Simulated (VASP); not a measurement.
# NaBe16 (a cell with a defect) in VASP: notebook

One crystal, NaBe16 (a cell with a defect), is run at these levels: PBEsol; tasks: single point, molecular dynamics.

Program: VASP 6.6.1. These are calculated values, not measurements. Logs are shortened: lines on timing, memory, paths and dates and some standing lists are left out, and cuts for length are marked.

## (1) Starting point

The cell holds a defect, 17 atoms: a = 4.618 Å, b = 3.999 Å, c = 7.225 Å, α = 90.00°, β = 90.00°, γ = 90.00°.

## (2) Single point, PBEsol

Input file INCAR:

```
PREC     = Accurate       # precision mode
ENCUT    = 520            # plane-wave cutoff, eV
EDIFF    = 1E-6           # SCF threshold, eV
ISMEAR   = -1             # smearing method
SIGMA    = 0.05           # smearing width, eV
LREAL    = Auto         
LASPH    = T              # aspherical terms in the spheres
NELM     = 60             # most SCF steps
ALGO     = Normal         # electronic algorithm
ISIF     = 2              # what is computed and relaxed
LWAVE    = F              # write WAVECAR
LCHARG   = T              # write CHGCAR
GGA      = PS             # functional
LELF     = T              # ELF
LVHAR    = T            
NBANDS   = 34             # bands
```

Input file KPOINTS:

```
regular mesh
0
Gamma
  3 3 2
```

Input file POSCAR:

```
NaBe16
1.0
   -2.3091000000     -3.9994790000      0.0000000000
    3.4636500000     -1.9997390000      0.0000000000
    0.0000000000      0.0000000000      7.2254000000
Be Na
16 1
Direct
    0.5541920884      0.1258564231      0.1768288832
    0.4951404139      0.6957489442      0.3420186430
    0.4951267389      0.3044522838      0.6570838473
    0.5547026252      0.8760467700      0.8223210964
    0.1860440176      0.9139790291      0.1435405617
    0.2468755258      0.1883898306      0.3908368429
    0.2469236955      0.8118585609      0.6087671641
    0.1859644140      0.0862181690      0.8561561646
   -0.0432065915      0.3306286913      0.1759227379
   -0.0131049728      0.7046733745      0.3635151065
   -0.0133340766      0.2955239014      0.6360947986
   -0.0437175018      0.6703340925      0.8233539242
    0.7892270283      0.7641525702      0.0778115657
    0.7370648527      0.2217206376      0.4179285205
    0.7367052073      0.7779651461      0.5813212033
    0.7893850720      0.2370990383      0.9217201673
    0.3558887630      0.5007443374     -0.0009102271
```

Potentials or basis: VASP PAW PBE potentials, release 64 (Be, Na_pv).

Launch:

```sh
$ cat potpaw_PBE.64/Be/POTCAR potpaw_PBE.64/Na_pv/POTCAR > POTCAR
$ mpirun -np 1 vasp_std > vasp.out
```

OUTCAR:

```text
PREC = Accurate
   ENCUT = 520
   EDIFF = 1E-6
   ISMEAR = -1
   LREAL = Auto
   LASPH = T
   NELM = 60
   ISIF = 2
   GGA = PS

 ion  position               nearest neighbor table
   1  0.554  0.126  0.177-   5 1.91  13 1.94  14 1.97   9 2.03   2 2.11   6 2.11  17 2.18  16 2.19

   2  0.495  0.696  0.342-  15 2.08   1 2.11   5 2.20  14 2.27  10 2.28   7 2.29   6 2.31  10 2.35
                             6 2.36  13 2.36
   3  0.495  0.304  0.657-  14 2.08   4 2.11   8 2.21  15 2.27  11 2.28   6 2.29   7 2.31  11 2.35
                             7 2.36  16 2.36
   4  0.555  0.876  0.822-   8 1.91  16 1.94  15 1.97  12 2.03   3 2.11   7 2.11  17 2.17  13 2.19

   5  0.186  0.914  0.144-   1 1.91  13 1.99   9 1.99  10 2.02  17 2.11   6 2.12   8 2.19   2 2.20

   6  0.247  0.188  0.391-   1 2.11   5 2.12   9 2.13   7 2.18  11 2.18  14 2.28  10 2.29   3 2.29
                             2 2.31   2 2.36  14 2.37
   7  0.247  0.812  0.609-   4 2.11   8 2.12  12 2.13   6 2.18  10 2.18  15 2.27  11 2.29   2 2.29
                             3 2.31   3 2.36  15 2.37
   8  0.186  0.086  0.856-   4 1.91  16 1.99  12 1.99  11 2.02  17 2.10   7 2.12   5 2.19   3 2.21
[... 9 lines left out ...]
  13  0.789  0.764  0.078-   1 1.94   5 1.99   9 2.03  12 2.03   4 2.19  16 2.20  10 2.27  17 2.33
                             2 2.36
  14  0.737  0.222  0.418-   1 1.97  11 1.98   9 2.07   3 2.08  15 2.13   2 2.27   6 2.28  10 2.28
                             6 2.37
  15  0.737  0.778  0.581-   4 1.97  10 1.97  12 2.07   2 2.08  14 2.13   3 2.27   7 2.27  11 2.28
                             7 2.37
  16  0.789  0.237  0.922-   4 1.94   8 1.99  12 2.03   9 2.03   1 2.19  13 2.20  11 2.27  17 2.33
                             3 2.36
  17  0.356  0.501  0.999-   8 2.10   5 2.11   4 2.17   1 2.18  16 2.33  13 2.33  12 2.34   9 2.34

  LATTYP: Found a simple orthorhombic cell.
 ALAT       =     3.9994783898
 B/A-ratio  =     1.1547006799
 C/A-ratio  =     1.8065855834

  Lattice vectors:

 A1 = (  -3.4636500000,   1.9997390000,   0.0000000000)
 A2 = (  -2.3091000000,  -3.9994790000,   0.0000000000)
 A3 = (   0.0000000000,   0.0000000000,   7.2254000000)

Analysis of symmetry for initial positions (statically):
=====================================================================
 Subroutine PRICEL returns:
 Original cell was already a primitive cell.

 Routine SETGRP: Setting up the symmetry group for a
 simple orthorhombic supercell.

 Subroutine GETGRP returns: Found  1 space group operations
 (whereof  1 operations were pure point group operations)
 out of a pool of  8 trial point group operations.

The static configuration has the point symmetry C_1 .

Analysis of symmetry for dynamics (positions and initial velocities):
=====================================================================
 Subroutine PRICEL returns:
 Original cell was already a primitive cell.

 Routine SETGRP: Setting up the symmetry group for a
 simple orthorhombic supercell.

 Subroutine GETGRP returns: Found  1 space group operations
 (whereof  1 operations were pure point group operations)
 out of a pool of  8 trial point group operations.

The dynamic configuration has the point symmetry C_1 .

 Subroutine INISYM returns: Found  1 space group operations
 (whereof  1 operations are pure point group operations),
 and found     1 'primitive' translations

----------------------------------------------------------------------------------------

                                     Primitive cell

  volume of cell :     133.4560

  direct lattice vectors                    reciprocal lattice vectors
    -2.309100000 -3.999479000  0.000000000    -0.108267270 -0.187524437  0.000000000
     3.463650000 -1.999739000  0.000000000     0.216534594 -0.125016291  0.000000000
     0.000000000  0.000000000  7.225400000     0.000000000  0.000000000  0.138400642

  length of vectors
     4.618200416  3.999478390  7.225400000     0.216534561  0.250032605  0.138400642

  position of ions in fractional coordinates (direct lattice)
     0.554192088  0.125856423  0.176828883
     0.495140414  0.695748944  0.342018643
     0.495126739  0.304452284  0.657083847
     0.554702625  0.876046770  0.822321096
     0.186044018  0.913979029  0.143540562
     0.246875526  0.188389831  0.390836843
[... 9 lines left out ...]
     0.789385072  0.237099038  0.921720167
     0.355888763  0.500744337  0.999089773

  ion indices of the primitive-cell ions
   primitive index   ion index
                 1           1
                 2           2
                 3           3
                 4           4
                 5           5
                 6           6
[... 9 lines left out ...]
                16          16
                17          17

----------------------------------------------------------------------------------------

 KPOINTS: regular mesh

Automatic generation of k-mesh.
 Grid dimensions read from file:
 generate k-points for:    3    3    2

 Generating k-lattice:

  Cartesian coordinates                     Fractional coordinates (reciprocal lattice)
    -0.036089090 -0.062508146  0.000000000     0.333333333  0.000000000  0.000000000
     0.072178198 -0.041672097  0.000000000     0.000000000  0.333333333  0.000000000
     0.000000000  0.000000000  0.069200321     0.000000000  0.000000000  0.500000000

  Length of vectors
     0.072178187  0.083344202  0.069200321

  Shift w.r.t. Gamma in fractional coordinates (k-lattice)
     0.000000000  0.000000000  0.000000000

 Subroutine IBZKPT returns following result:
 ===========================================

 Found     10 irreducible k-points:

 Following reciprocal coordinates:
            Coordinates               Weight
  0.000000  0.000000  0.000000      1.000000
  0.333333 -0.000000  0.000000      2.000000
 -0.000000  0.333333  0.000000      2.000000
  0.333333  0.333333  0.000000      2.000000
 -0.333333  0.333333  0.000000      2.000000
  0.000000  0.000000  0.500000      1.000000
  0.333333 -0.000000  0.500000      2.000000
 -0.000000  0.333333  0.500000      2.000000
  0.333333  0.333333  0.500000      2.000000
 -0.333333  0.333333  0.500000      2.000000
   k-points           NKPTS =     10   k-points in BZ     NKDIM =     10   number of bands    NBANDS=     34
   number of dos      NEDOS =    301   number of ions     NIONS =     17
   total plane-waves  NPLWV =  58320
   dimension x,y,z NGX =    36 NGY =   30 NGZ =   54
   dimension x,y,z NGXF=    72 NGYF=   60 NGZF=  108
   ions per type =              16   1
   NGX,Y,Z   is equivalent  to a cutoff of  12.96, 12.47, 12.42 a.u.
   NGXF,Y,Z  is equivalent  to a cutoff of  25.92, 24.94, 24.85 a.u.
 SYSTEM =  unknown system
   PREC   = accura    normal or accurate (medium, high low for compatibility)
   ISTART =      0    job   : 0-new  1-cont  2-samecut
   ICHARG =      2    charge: 1-file 2-atom 10-const
   ISPIN  =      1    spin polarized calculation?
   LNONCOLLINEAR =      F non collinear calculations
   LSORBIT =      F    spin-orbit coupling
   LASPH  =      T    aspherical Exc in radial PAW
   ENCUT  =  520.0 eV  38.22 Ry    6.18 a.u.   8.59  7.44 13.43*2*pi/ulx,y,z
   NELM   =     60;   NELMIN=  2; NELMDL= -5     # of ELM steps
   EDIFF  = 0.1E-05   stopping-criterion for ELM
   LREAL  =      T    real-space projection
   EDIFFG = 0.1E-04   stopping-criterion for IOM
   NSW    =      0    number of steps for IOM
   IBRION =     -1    ionic relax: 0-MD 1-quasi-New 2-CG
   NFREE  =      0    steps in history (QN), initial steepest desc. (CG)
   ISIF   =      2    stress and relaxation
   ISYM   =      2    0-nonsym 1-usesym 2-fastsym
   POTIM  = 0.5000    time-step for ionic-motion
   TEBEG  =    0.0;   TEEND  =   0.0 temperature during run
   PSTRESS=    0.0 pullay stress
   NELECT =      39.0000    total number of electrons
   NUPDOWN=      -1.0000    fix difference up-down
   EMIN   =  10.00;   EMAX   =-10.00  energy-range for DOS
   EFERMI =   0.00;   METHOD = LEGACY
   ISMEAR =    -1;   SIGMA  =   0.05  broadening in eV -4-tet -1-fermi 0-gaus
   EFERMI_NEDOS =   21; number of points for ismear=-14 and -15
   IALGO  =     38    algorithm
   IMIX   =      4    mixing-type and parameters
     AMIX     =   0.40;   BMIX     =  1.00
     AMIX_MAG =   1.60;   BMIX_MAG =  1.00
  volume/ion in A,a.u.               =       7.85        52.98
  Fermi-wavevector in a.u.,A,eV,Ry     =   1.086385  2.052970 16.058031  1.180232
  Thomas-Fermi vector in A             =   2.222520
   LORBIT       =      0    0 simple, 1 ext, 2 COOP (PROOUT), +10 PAW based schemes
   GGA     = PS    functional components
   LHFCALC =     F    Hartree Fock is set to
   AEXX    =    0.0000 exact exchange contribution
   IVDW    =     0    specifies the selected vdW correction
   LEPSILON=     F    determine dielectric tensor
   LRPA    =     F    only Hartree local field effects (RPA)
 non-spin polarized calculation
  energy-cutoff  :      520.00
  volume of cell :      133.46
 maximum number of plane-waves:      3605
 NGX is ok and might be reduce to    36

 number of electron      38.9999986 magnetization

 Free energy of the ion-electron system (eV)
  ---------------------------------------------------
  ext. energy  EPLUGINS =         0.00000000
  ---------------------------------------------------
  free energy    TOTEN  =       -56.97212879 eV

  energy without entropy =      -56.96361475  energy(sigma->0) =      -56.96787177

 E-fermi :   6.9659     XC(G=0): -10.7160

 val. band max:        6.8530360539   @ k =   0.0000   0.0000   0.0000
 cond. band min:       7.0528138685   @ k =   0.0000   0.0000   0.5000
 fundamental gap:      0.1997778146
 Fermi energy:         6.9658971961

 k-point     1 :       0.0000    0.0000    0.0000
  band No.  band energies     occupation
      1     -17.8065      2.00000
      2     -17.7406      2.00000
      3     -17.7290      2.00000
      4      -4.0108      2.00000
      5      -1.9930      2.00000
      6      -1.8247      2.00000
[... 329 lines left out ...]
     30      12.3284      0.00000
     31      12.6145      0.00000
 [bands above 31 left out]

------------------------ aborting loop because EDIFF is reached ----------------------------------------

  FORCE on cell =-STRESS in cart. coord.  units (eV):
  Direction    XX          YY          ZZ          XY          YZ          ZX
  --------------------------------------------------------------------------------------
  -------------------------------------------------------------------------------------
  Total       13.7808674     16.0509168     20.0597031      1.9727740     -1.5933577      2.7069735
  in kB      165.4432717    192.6958679    240.8224987     23.6837190    -19.1287174     32.4979941
  external PRESSURE =     199.6538794 kB  Pullay stress =       0.0000000 kB

 VOLUME and BASIS-vectors are now :
 -----------------------------------------------------------------------------
  energy-cutoff  :      520.00
  volume of cell :      133.46
      direct lattice vectors                 reciprocal lattice vectors
    -2.309100000 -3.999479000  0.000000000    -0.108267270 -0.187524437  0.000000000
     3.463650000 -1.999739000  0.000000000     0.216534594 -0.125016291  0.000000000
     0.000000000  0.000000000  7.225400000     0.000000000  0.000000000  0.138400642

 POSITION                                       TOTAL-FORCE (eV/Angst)
 -----------------------------------------------------------------------------------
     -0.84376     -2.46816      1.27766        -0.000081     -0.008061     -0.013853
      1.26650     -3.37162      2.47122        -0.014606      0.002955      0.000220
     -0.08878     -2.58907      4.74769         0.013122     -0.007626     -0.000462
      1.75346     -3.97039      5.94160        -0.010751     -0.005353      0.013925
      2.73611     -2.57180      1.03714         0.004604      0.009653      0.003071
      0.08246     -1.36410      2.82395         0.009478     -0.001962      0.009706
[... 9 lines left out ...]
     -1.00154     -3.63127      6.65980         0.000392      0.006697     -0.006311
      0.91262     -2.42473      7.21882        -0.005463     -0.002625      0.001867
 -----------------------------------------------------------------------------------
    total drift:                               -0.000163     -0.001550     -0.000663

  FREE ENERGIE OF THE ION-ELECTRON SYSTEM (eV)
  ---------------------------------------------------
  free  energy   TOTEN  =       -56.9721287933 eV

  energy  without entropy=      -56.9636147526  energy(sigma->0) =      -56.96787177
```

Wall time 62 s (1 thread of AMD EPYC 7R13 (Zen 3), shared host); peak memory 0.19 GiB.

What came out:

```
Free energy            : -56.9721 eV
Pressure               : 20.0 GPa
Largest force          : 0.018 eV/Å
Band gap on the k mesh : none (metal or under the smearing width)
```

Forces in eV/Å, atoms in the order of the input:
```
Be   0.000 -0.008 -0.014
Be  -0.015  0.003  0.000
Be   0.013 -0.008  0.000
Be  -0.011 -0.005  0.014
Be   0.005  0.010  0.003
Be   0.009 -0.002  0.010
Be  -0.004  0.006 -0.012
Be   0.012  0.005 -0.001
Be  -0.003 -0.009 -0.006
Be   0.000  0.001  0.006
Be  -0.001  0.002 -0.004
Be  -0.006 -0.002  0.008
Be   0.002  0.005  0.002
Be  -0.003  0.002  0.004
Be   0.006 -0.002 -0.005
Be   0.000  0.007 -0.006
Na  -0.005 -0.003  0.002
```

Caveat: the k mesh is coarse (spacing up to 0.52 Å⁻¹), so the values aren't converged; so large a pressure means that the cell lies far from this level's equilibrium, or that cutoff or potentials fall short; the potentials were made for another functional, which shifts forces and pressure.

(Part 1 of 3 ends here.)
